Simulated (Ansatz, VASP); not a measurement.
# Al2O3 (Al2O3 (R-3c)): VASP beside Ansatz, part 2 of 2

Aim: how closely do two programs agree when they are given the same cell, functional and k mesh? The cell is taken from a series of runs on this material, whose earlier steps may have relaxed, scaled, displaced or heated it; both programs get it as it stands.

VASP 6.6.1 and Ansatz 0.2.0.

So far. Step 2 (VASP: single point, HSE06): The run ends at a pressure of -8.38 GPa, with forces up to 0.010 eV/Å.

**3. Ansatz: single point, HSE06**

Level of this step: Ansatz beside VASP: Kohn-Sham DFT, plane waves, HSE06 (Ansatz).

Ansatz runs on its default PAW (the set named soft_2) files.

The same cell, functional and mesh now go to Ansatz.

input.yaml

```yaml
crystal:
  lattice:
    - [4.80856007, 0.0, 0.0]
    - [-2.404280035, 4.164335175, 0.0]
    - [0.0, 0.0, 13.12487176]
  atoms:
    - { symbol: Al, position: [-6.8493158359e-21, 4.339236743929e-21, 0.6479973182031] }
    - { symbol: Al, position: [0.3333333333333, 0.6666666666667, 0.3146639848698] }
    - { symbol: Al, position: [0.6666666666667, 0.3333333333333, 0.9813306515365] }
    - { symbol: Al, position: [-6.8493158359e-21, 4.339236743928e-21, 0.8520026817969] }
    - { symbol: Al, position: [0.3333333333333, 0.6666666666667, 0.5186693484635] }
    - { symbol: Al, position: [0.6666666666667, 0.3333333333333, 0.1853360151302] }
    - { symbol: Al, position: [-6.8493158359e-21, 4.339236743929e-21, 0.1479973182031] }
    - { symbol: Al, position: [0.3333333333333, 0.6666666666667, 0.8146639848698] }
    - { symbol: Al, position: [0.6666666666667, 0.3333333333333, 0.4813306515365] }
    - { symbol: Al, position: [-6.8493158359e-21, 4.339236743928e-21, 0.3520026817969] }
    - { symbol: Al, position: [0.3333333333333, 0.6666666666667, 0.01866934846353] }
    - { symbol: Al, position: [0.6666666666667, 0.3333333333333, 0.6853360151302] }
    - { symbol: O, position: [0.02752001941801, 0.6666666666667, 0.4166666666667] }
    - { symbol: O, position: [0.3608533527513, 0.3333333333333, 0.08333333333333] }
    - { symbol: O, position: [0.6941866860847, 4.339236743928e-21, 0.75] }
    - { symbol: O, position: [0.02752001941801, 0.3608533527513, 0.9166666666667] }
    - { symbol: O, position: [0.3608533527513, 0.02752001941801, 0.5833333333333] }
    - { symbol: O, position: [0.6941866860847, 0.6941866860847, 0.25] }
    - { symbol: O, position: [0.3058133139153, 0.3058133139153, 0.75] }
    - { symbol: O, position: [0.6391466472487, 0.972479980582, 0.4166666666667] }
    - { symbol: O, position: [0.972479980582, 0.6391466472487, 0.08333333333333] }
    - { symbol: O, position: [-1.110223024625e-16, 0.6941866860847, 0.75] }
    - { symbol: O, position: [0.3333333333333, 0.3608533527513, 0.4166666666667] }
    - { symbol: O, position: [0.6666666666667, 0.02752001941801, 0.08333333333333] }
    - { symbol: O, position: [-8.326672684689e-17, 0.3058133139153, 0.25] }
    - { symbol: O, position: [0.3333333333333, 0.972479980582, 0.9166666666667] }
    - { symbol: O, position: [0.6666666666667, 0.6391466472487, 0.5833333333333] }
    - { symbol: O, position: [0.3058133139153, 4.339236743928e-21, 0.25] }
    - { symbol: O, position: [0.6391466472487, 0.6666666666667, 0.9166666666667] }
    - { symbol: O, position: [0.972479980582, 0.3333333333333, 0.5833333333333] }
basis:
  ecutwfc: 420.0
  ecutrho_ratio: 4
  xc_grid: 2
  fft_grid_basis: typed
  precision: f64
kpoints:
  mp_grid: { grid: [2, 2, 1] }
  band_path: { path: [VBM, CBM], npoints: 1 }
hamiltonian:
  xc: hse06
  pseudopotentials: { kind: paw }
scf:
  max_iter: 80
  occupations: { method: fixed }
output:
  forces: true
checkpoint:
  write: "../host.hyb.run"
  compress: false
  write_wavefunctions: true
  write_every: 100000
```

The run is started by

```bash
> ansatz run input.yaml --threads 32 --pin off --max-ram 84787MiB --backend cuda --events-out ev --progress --plain --runs-dir out --max-vram 78GiB
```

Numbers of over 12 decimals in the logs are rounded to 6 here.

Output:

```text
exact exchange: scf.exx.singularity resolves to wigner_seitz, which cuts the screened interaction at the faces of the exchange supercell's Wigner-Seitz cell, so that each pair interacts once, at the shortest of its separations (the periodic images that this leaves out come, for a point-like exchange hole, to about 0.011 eV on a filled level). The cut falls within the interaction's reach, and what an exchange supercel
Engine: ansatz 0.2.0, aarch64-unknown-linux-gnu
Pseudopotentials: kind: paw
Pseudopotential: Al, paw, valence charge 3, recommended cutoff 420 eV (normal), Al.paw.azcp
Pseudopotential: O, paw, valence charge 6, recommended cutoff 420 eV (normal), O.paw.azcp
Functional definition: HSE06
  parameter a = 0.25
  parameter omega = 0.11/bohr
  exchange = pbe_x - a*pbe_x_sr(omega) + a*exact_x_sr(omega)
  correlation = pbe_c
davidson cushion auto → on  (no smearing: the cushion is to keep the highest requested band from converging to the state above it; pin scf.eigensolver.cushion to override)
[...]
Crystal: 30 atoms, lattice volume = 262.818 Å³
Basis set: ecut = 420 eV, 5107 PW (Γ), exchange–correlation on 72×72×180 points (8 copies of the dense FFT grid, shifted against one another)
Bands: 102, of which v1, the nominal top of the filled ones, is band 72 counted from 1 (71 counted from 0)
Symmetry: 36 space group operations
Space group: R-3c (ITA 167), of the structure as read, at distance tolerance 6.4e-5 Å
k-points: 2 of 4
Non-local potential: Al, projectors of the file, l = 0: 2, l = 1: 2, l = 2: 1
Non-local potential: O, projectors of the file, l = 0: 2, l = 1: 2, l = 2: 1
PAW form: soft (Blöchl's): semilocal exchange-correlation on the pseudo side does not see the compensation charge
PAW frozen core: Al, regenerated for the run's functional, and the local potential with it (the file was generated under x = pbe(κ = 0.804, μ = 0.219515), c = pbe(β = 0.066725))
PAW frozen core: O, regenerated for the run's functional, and the local potential with it (the file was generated under x = pbe(κ = 0.804, μ = 0.219515), c = pbe(β = 0.066725))
PAW one-centre angular grid: Al, 110 points (default); XC on 64 Gauss nodes
PAW one-centre angular grid: O, 110 points (default); XC on 96 Gauss nodes
Initial density: superposition of atomic densities (neutral atoms: chi_scale 0, normalization atom), corrected by the library's trained network
Initial wavefunctions: pseudopotential atomic-orbital guess
[...]
Functional: x = pbe(κ = 0.804, μ = 0.219515), c = pbe(β = 0.066725), warm-up for x = pbe(κ = 0.804, μ = 0.219515) + 0.25 (exact − pbe) at short range (hse, ω = 0.207870 Å⁻¹), c = pbe(β = 0.066725); HSE06 as pw.x's `hse` composes it (authors' and Libxc's form: `xc: wpbeh`)
SCF iter   1: F=—  HF=-16708.724628 eV  |Δ(HF+E_count)|=         —  Δρ=1.54e-3  dr2=2.51e-3  Hψ=1545
preconditioner: auto → none  [insulator: Δε(μ)=5.864 eV  Ē_g=17.244 eV  n_scr=64 (ndim 8)  ℏωp=27.5 eV  f_vac=0.000]
SCF iter   2: F=-16708.730832 eV  HF=-16708.729160 eV  |Δ(HF+E_count)|=   4.53e-3  Δρ=7.78e-4  dr2=3.73e-4  Hψ=705
SCF 1 stopped early in 2 iterations: F = -16708.730832 eV  dr2 = 3.73e-4
  greatest PAW one-centre occupation: 0.858 electrons in one spin orbital (limit 2), on the O atom at site 29 (counted from 0), in its partial waves of l = 0
[...]
Exchange kernel: α = 0.2500, screened, ω = 0.2079 Å⁻¹, Wigner–Seitz truncation, v(0) = 900.4769 eV·Å³, q-mesh 2×2×1, nearest image of the exchange supercell L = 9.62 Å, pair-density grid 27×27×72, without the augmentation charges, whose exchange is taken in its separable form by FFT convolution over the k-point mesh (sized by the pseudopotential files, 30×30×90 at the most), smooth part of the exact exchange by densi
Frozen-core exchange: fock
SCF iter   1: F=—  HF=-16712.641361 eV  |Δ(HF+E_count)|=         —  Δρ=7.64e-3  dr2=8.02e-2  Hψ=1097
preconditioner: auto → none  [insulator: Δε(μ)=7.680 eV  Ē_g=19.782 eV  n_scr=64 (ndim 8)  ℏωp=27.5 eV  f_vac=0.000]
SCF iter   2: F=—  HF=-16712.610746 eV  |Δ(HF+E_count)|=   3.06e-2  Δρ=3.94e-3  dr2=1.73e-2  Hψ=719
[...]
SCF iter   5: F=—  HF=-16712.647684 eV  |Δ(HF+E_count)|=   2.51e-4  Δρ=9.76e-5  dr2=5.21e-5  Hψ=1087
eigensolver tolerance schedule: the retry pair's looser diagonalisation over-reported the residual by 0.21 of it (diagonalisation noise at 0.22 of the residual, at the tolerance the schedule requests for it); recorded, not acted on — ethr = c·dr2/N_el stays at c = 1.0e-1
SCF iter   6: F=—  HF=-16712.648025 eV  |Δ(HF+E_count)|=   3.40e-4  Δρ=9.87e-5  dr2=2.36e-5  Hψ=739
SCF iter   7: F=-16712.648018 eV  HF=-16712.648018 eV  |Δ(HF+E_count)|=   6.96e-6  Δρ=8.42e-6  dr2=9.89e-7  Hψ=526
SCF 2 stopped early in 7 iterations: F = -16712.648018 eV  dr2 = 9.89e-7
  Residual-converged pass: ⟨swp⟩=3.0  Hψ=534  notcnv=0  max |occ|·‖R‖ = 5.2e-6 eV (tolerance 6.7e-6 eV)  dr2=9.69e-7  dr2_onsite=1.44e-8  max |Δocc| = 0.0e0
  greatest PAW one-centre occupation: 0.861 electrons in one spin orbital (limit 2), on the O atom at site 29 (counted from 0), in its partial waves of l = 0
hybrid outer 1: dexx = +4.814e-2 eV, tail = 6.10e-5 eV
[...]
Exchange kernel: α = 0.2500, screened, ω = 0.2079 Å⁻¹, Wigner–Seitz truncation, v(0) = 900.4769 eV·Å³, q-mesh 2×2×1, nearest image of the exchange supercell L = 9.62 Å, pair-density grid 27×27×72, without the augmentation charges, whose exchange is taken in its separable form by FFT convolution over the k-point mesh (sized by the pseudopotential files, 30×30×90 at the most), smooth part of the exact exchange by densi
Frozen-core exchange: fock
SCF iter   1: F=—  HF=-16712.648293 eV  |Δ(HF+E_count)|=         —  Δρ=3.10e-5  dr2=1.12e-6  Hψ=530
[...]
SCF iter   2: F=—  HF=-16712.648294 eV  |Δ(HF+E_count)|=   1.15e-6  Δρ=1.79e-5  dr2=3.63e-7  Hψ=732
SCF iter   3: F=—  HF=-16712.648294 eV  |Δ(HF+E_count)|=  3.78e-10  Δρ=6.55e-6  dr2=2.81e-8  Hψ=472
SCF iter   4: F=-16712.648294 eV  HF=-16712.648294 eV  |Δ(HF+E_count)|=   2.20e-8  Δρ=5.47e-7  dr2=3.64e-9  Hψ=638
SCF 3 converged in 4 iterations: F = -16712.648294 eV  dr2 = 3.64e-9
  Residual-converged pass: ⟨swp⟩=2.0  Hψ=390  notcnv=0  max |occ|·‖R‖ = 1.5e-6 eV (tolerance 1.7e-6 eV)  dr2=3.66e-9  dr2_onsite=1.53e-11  max |Δocc| = 0.0e0
hybrid outer 2: dexx = +7.539e-7 eV, tail = 2.46e-8 eV, Δε = 1.25e-3 eV (about 2.72e-5 eV left of the loop's levels), ΔF = 2.46e-3 eV/Å (tail 2.61e-4)
[...]
NSCF: frozen V_eff on 34 k-points
[...]
NSCF: frozen V_eff on 34 k-points
[...]
NSCF: frozen V_eff on 34 k-points
[...]
NSCF: frozen V_eff on 9 k-points
[...]
NSCF: frozen V_eff on 4 k-points
[...]
NSCF: frozen V_eff on 4 k-points
[...]
NSCF: frozen V_eff on 4 k-points
[...]
NSCF: frozen V_eff on 4 k-points
[...]
NSCF: frozen V_eff on 2 k-points
hybrid SCF converged: 2 outer / 11 inner (+2 warm-up), last move |dexx| = 7.54e-7 eV, tail = 2.46e-8 eV
Stability not checked: this state was not tested for a lower state beside it, because the functional holds exact exchange (a hybrid, or Hartree-Fock), whose exchange loop this test does not read (fock_operator; see scf.lower_state_search)
Free energy (F): -16712.648295 eV
Frozen-core exchange: fock
Harris-Foulkes:  -16712.648295 eV  (|F-HF|=3.86e-10)
Internal energy: -16712.648295 eV  (E = F + TS)
E sigma→0 (E₀):  -16712.648295 eV
Fermi energy:    6.087306 eV
--- Per-component energies (eV) ---
  E_band       = -98.747536
  E_kinetic    = 3553.319274
  E_local      = -6030.701718  (includes V_loc(G=0)·N_el)
  E_nonlocal   = 945.359323
  E_hartree    = 2243.137378
  E_xc         = -1480.049749
  E_vxc        = -1667.513822  (∫ρ·V_xc dr)
  E_exx        = -407.267002  (= α·E_x^exact, valence–valence)
  E_paw        = -8416.571573  (= ΣΔE_a)
  E_vpaw       = -570.994681  (= ΣTr[D̂ρ^β])
  E_aug_tail   = 0.045010  (compensation charges beyond the density's cutoff)
  E_ewald      = -7118.901180
  E_core_change = -1.018055  (= ΣΔE_core)
  E_smearing   = -0.000000  (= −TS)
  E_closure    = -0.000002  (closes the sum)
  Σ components = -16712.648295   (vs F -16712.648295, Δ=-3.64e-12)
--- Forces (eV/Å), atoms counted from 1 ---
  atom   1  Al     0.00000000     0.00000000     0.01181417
  atom   2  Al     0.00000000     0.00000000     0.01181417
  atom   3  Al     0.00000000     0.00000000     0.01181417
  atom   4  Al     0.00000000    -0.00000000    -0.01181417
  atom   5  Al     0.00000000    -0.00000000    -0.01181417
  atom   6  Al     0.00000000    -0.00000000    -0.01181417
  [... 24 more lines of this table ...]
  max |Σ_I F_I| component: 2.91e-17 eV/Å
--- Band table (eV) ---
  k-point 0: bands = ["-14.5350", "-14.0623", "-14.0623", "-12.9325", "-12.9325", "-12.2211", "-11.9436", "-11.9436", "-11.8771", "-11.8771", "-11.8771", "-11.8771", "-11.7169", "-11.7169", "-11.7169"
  k-point 1: bands = ["-13.4899", "-13.4899", "-13.3701", "-13.1205", "-13.1205", "-12.6962", "-12.4945", "-12.3059", "-12.1670", "-12.1670", "-12.0961", "-12.0961", "-12.0564", "-11.7955", "-11.7955"
  guard bands above this table: 10 of the run's 102 bands. The solve was not asked for them (output.publish_guard_bands: true or output.eigenvalues: true publishes all)
```

**4. Side by side**

Known differences besides the potentials themselves: exact exchange at q = 0 is treated differently, which shows on coarse meshes; VASP keeps PBE cores, Ansatz makes them for the functional; fixed occupations in Ansatz, narrow Gaussian smearing in VASP; the cutoff is 420 eV in Ansatz and 520 eV in VASP (PREC = Accurate, projectors in real space); VASP takes a coarser grid for exact exchange (PRECFOCK = Fast). Total energies have different zeros and are not compared.

Compared:

```csv
quantity,Ansatz,VASP,difference
gap on the k mesh (eV),7.704,7.683,+0.021
```

At this near-relaxed geometry the largest component of a force difference is 20 meV/Å. A gap on the mesh is an upper bound, since the band edges may lie between its points.

**5. What came out**

```json
{
 "difference in gap on the k mesh (single point, HSE06)": "0.021 eV",
 "r.m.s. force difference (single point, HSE06)": "7.1 meV/Å"
}
```

The r.m.s. force difference is 7.1 meV/Å (single point, HSE06), within the 12 meV/Å picked in this series as the mark of a large difference. How closely two codes agree says nothing of how well the functional describes the real material.

[Lines on the potential files, build, host, timing and source positions are cut from VASP's logs without a mark.]

[Logs are printed without paths, hosts, clocks, repeated set-up lines and the standing remarks that a program may print on its own settings, such as how far it seeks lower states.]

[Hosts, paths, dates, database ids (printed as entryN), source tags and the programs' standing remarks are cut or masked in the printed files.]
